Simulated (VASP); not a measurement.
# HfCl4 in VASP: settings compared, part 2 of 2

VASP 6.6.1.

## (4) Single point, RPBE

Contents of INCAR:

```
ALGO = Normal
EDIFF = 1E-6
ENCUT = 400
GGA = RP
ISIF = 2
ISMEAR = 0
ISYM = 0
LASPH = True
LCHARG = False
LREAL = False
LWAVE = False
NBANDS = 27
NELM = 60
PREC = Accurate
SIGMA = 0.01
```

Contents of KPOINTS:

```
k-points
0
Gamma
  1 1 1
```

Contents of POSCAR:

```
HfCl4                                   
1.0
   14.0357389530      0.0000000000      0.0000000000
    0.0000000000     14.5357389530      0.0000000000
    0.0000000000      0.0000000000     15.0357389530
  Hf              Cl            
     1     4
Selective dynamics
Direct
     0.4999965332999992    0.5034335218999999    0.4999968914000021   F   F   F
     0.3593349257113573    0.4636941426053553    0.4305696365705056   T   T   T
     0.4774700589980844    0.5049893816623121    0.6519617748462556   T   T   T
     0.6162860885984364    0.3975099538677884    0.4644065634654810   T   T   T
     0.5469127531447759    0.6475697272942381    0.4530654316724682   T   T   T
```

Potentials or basis: VASP PAW PBE potentials, release 64 (Hf_pv, Cl).

Launch:

```sh
cat potpaw_PBE.64/Hf_pv/POTCAR potpaw_PBE.64/Cl/POTCAR > POTCAR
mpirun -np 1 vasp_gam > vasp.out
```

OUTCAR:

```text
EDIFF = 1E-6
   ENCUT = 400
   GGA = RP
   ISIF = 2
   ISMEAR = 0
   ISYM = 0
   LASPH = True
   LREAL = False
   NELM = 60
   PREC = Accurate

 ion  position               nearest neighbor table
   1  0.500  0.503  0.500-   4 2.31   5 2.31   2 2.31   3 2.31
   2  0.359  0.464  0.431-   1 2.31
   3  0.477  0.505  0.652-   1 2.31
   4  0.616  0.398  0.464-   1 2.31
   5  0.547  0.648  0.453-   1 2.31

IMPORTANT INFORMATION: All symmetrisations will be switched off!
NOSYMM: (Re-)initialisation of all symmetry stuff for point group C_1.

----------------------------------------------------------------------------------------

                                     Primitive cell

  volume of cell :    3067.5890

  direct lattice vectors                    reciprocal lattice vectors
    14.035738953  0.000000000  0.000000000     0.071246694  0.000000000  0.000000000
     0.000000000 14.535738953  0.000000000     0.000000000  0.068795952  0.000000000
     0.000000000  0.000000000 15.035738953     0.000000000  0.000000000  0.066508204

  length of vectors
    14.035738953 14.535738953 15.035738953     0.071246694  0.068795952  0.066508204

  position of ions in fractional coordinates (direct lattice)
     0.499996533  0.503433522  0.499996891
     0.359334926  0.463694143  0.430569637
     0.477470059  0.504989382  0.651961775
     0.616286089  0.397509954  0.464406563
     0.546912753  0.647569727  0.453065432

  ion indices of the primitive-cell ions
   primitive index   ion index
                 1           1
                 2           2
                 3           3
                 4           4
                 5           5

[... 63 lines left out ...]
   EFERMI_NEDOS =   21; number of points for ismear=-14 and -15
   IALGO  =     38    algorithm
   IMIX   =      4    mixing-type and parameters
     AMIX     =   0.40;   BMIX     =  1.00
     AMIX_MAG =   1.60;   BMIX_MAG =  1.00
  volume/ion in A,a.u.               =     613.52      4140.22
  Fermi-wavevector in a.u.,A,eV,Ry     =   0.378794  0.715818  1.952235  0.143485
  Thomas-Fermi vector in A             =   1.312368
   LORBIT       =      0    0 simple, 1 ext, 2 COOP (PROOUT), +10 PAW based schemes
   GGA     = RP    functional components
   LHFCALC =     F    Hartree Fock is set to
   AEXX    =    0.0000 exact exchange contribution
   IVDW    =     0    specifies the selected vdW correction
   LEPSILON=     F    determine dielectric tensor
   LRPA    =     F    only Hartree local field effects (RPA)
 non-spin polarized calculation
 Gauss-broadening in eV      SIGMA  =   0.01
  energy-cutoff  :      400.00
  volume of cell :     3067.59
 maximum number of plane-waves:     27838
 NGX is ok and might be reduce to    90
   NGX = 45   NGY = 47   NGZ = 49

 number of electron      38.0000000 magnetization

 Free energy of the ion-electron system (eV)
  ---------------------------------------------------
  ext. energy  EPLUGINS =         0.00000000
  ---------------------------------------------------
  free energy    TOTEN  =       -25.46550076 eV

  energy without entropy =      -25.46550076  energy(sigma->0) =      -25.46550076

 E-fermi :  -7.8834     XC(G=0):  -0.7092

 val. band max:       -7.9519568964   @ k =   0.0000   0.0000   0.0000
 cond. band min:      -2.5458260587   @ k =   0.0000   0.0000   0.0000
 fundamental gap:      5.4061308377
 Fermi energy:        -7.8834384346

 k-point     1 :       0.0000    0.0000    0.0000
  band No.  band energies     occupation
      1     -36.9201      2.00000
      2     -36.9200      2.00000
      3     -36.9199      2.00000
      4     -20.5713      2.00000
      5     -20.2673      2.00000
      6     -20.2669      2.00000
[... 19 lines left out ...]
     26       0.3014      0.00000
     27       0.3263      0.00000

------------------------ aborting loop because EDIFF is reached ----------------------------------------

  FORCE on cell =-STRESS in cart. coord.  units (eV):
  Direction    XX          YY          ZZ          XY          YZ          ZX
  --------------------------------------------------------------------------------------
  -------------------------------------------------------------------------------------
  Total        0.7673366      0.7693496      0.7699788      0.0003257     -0.0003211     -0.0003095
  in kB        0.4007738      0.4018252      0.4021538      0.0001701     -0.0001677     -0.0001617
  external PRESSURE =       0.4015842 kB  Pullay stress =       0.0000000 kB

 VOLUME and BASIS-vectors are now :
 -----------------------------------------------------------------------------
  energy-cutoff  :      400.00
  volume of cell :     3067.59
      direct lattice vectors                 reciprocal lattice vectors
    14.035738953  0.000000000  0.000000000     0.071246694  0.000000000  0.000000000
     0.000000000 14.535738953  0.000000000     0.000000000  0.068795952  0.000000000
     0.000000000  0.000000000 15.035738953     0.000000000  0.000000000  0.066508204

 POSITION                                       TOTAL-FORCE (eV/Angst)
 -----------------------------------------------------------------------------------
      7.01782      7.31778      7.51782         0.000313     -0.000215     -0.000356
      5.04353      6.74014      6.47393        -0.233231     -0.068431     -0.122933
      6.70165      7.34039      9.80273        -0.037090      0.002420      0.269855
      8.65003      5.77810      6.98270         0.192191     -0.181619     -0.062999
      7.67632      9.41290      6.81217         0.077817      0.247844     -0.083568
 -----------------------------------------------------------------------------------
    total drift:                               -0.000020      0.000545     -0.000739

  FREE ENERGIE OF THE ION-ELECTRON SYSTEM (eV)
  ---------------------------------------------------
  free  energy   TOTEN  =       -25.4655007592 eV

  energy  without entropy=      -25.4655007592  energy(sigma->0) =      -25.46550076
```

OSZICAR:

```text
N       E                     dE             d eps       ncg     rms          rms(c)
DAV:   1     0.293264533646E+03    0.29326E+03   -0.99618E+03    70   0.676E+02
DAV:   2     0.106349583863E+03   -0.18691E+03   -0.17932E+03    81   0.118E+02
DAV:   3    -0.133306811204E+02   -0.11968E+03   -0.11929E+03    68   0.825E+01
[... 17 lines left out ...]
DAV:  21    -0.254654899912E+02   -0.66945E-05   -0.81177E-08    52   0.140E-03    0.152E-03
DAV:  22    -0.254654972625E+02   -0.72713E-05   -0.19002E-07    52   0.135E-03    0.113E-03
DAV:  23    -0.254654986344E+02   -0.13719E-05   -0.22765E-09    36   0.708E-04    0.300E-04
DAV:  24    -0.254655000920E+02   -0.14576E-05   -0.57492E-09    44   0.619E-04    0.230E-04
DAV:  25    -0.254655007592E+02   -0.66724E-06    0.11311E-08    36   0.399E-04
   1 F= -.25465501E+02 E0= -.25465501E+02  d E =-.547989E-22
```

Wall time 4 min (1 thread of Intel Xeon Platinum 8375C at 2.90GHz (Ice Lake), shared host); peak memory 1.3 GiB.

Results:

```
Free energy                     : -25.4655 eV
Largest force                   : 0.273 eV/Å
Gap between the frontier levels : 5.41 eV
```

Forces on the atoms (eV/Å):
```
Hf   0.000  0.000  0.000
Cl  -0.233 -0.068 -0.123
Cl  -0.037  0.002  0.270
Cl   0.192 -0.182 -0.063
Cl   0.078  0.248 -0.084
```

Caveat: the PAW data sets were made with another functional, which shifts forces and pressure a little; spin-orbit coupling is left out, which moves the levels of the heavy elements. Expect the measured gap to be larger: semilocal functionals such as RPBE lack the derivative discontinuity.

## (5) Overview

| task | level | cell | atoms held fixed (from 0) | gap on the mesh (eV) | largest force (eV/Å) |
| --- | --- | --- | --- | --- | --- |
| relaxation of the atoms | PBE+D3(BJ) | atoms relaxed | [0] | 5.36 | - |
| single point | PBE | as given | - | 5.36 | 0.03 |
| single point | RPBE | as given | - | 5.41 | 0.27 |

Alike in all rows: potentials or basis VASP PAW PBE potentials, release 64 (Hf_pv, Cl); no spin polarisation; k mesh 1 × 1 × 1; cutoff (eV) 400; smearing gaussian 0.01 eV.

Caveats: spin-orbit coupling is left out, which moves the levels of the heavy elements; the PAW data sets were made with another functional, which shifts forces and pressure a little (some runs).

Total energies depend on the potentials used, so only differences within one code and one set of settings carry meaning.
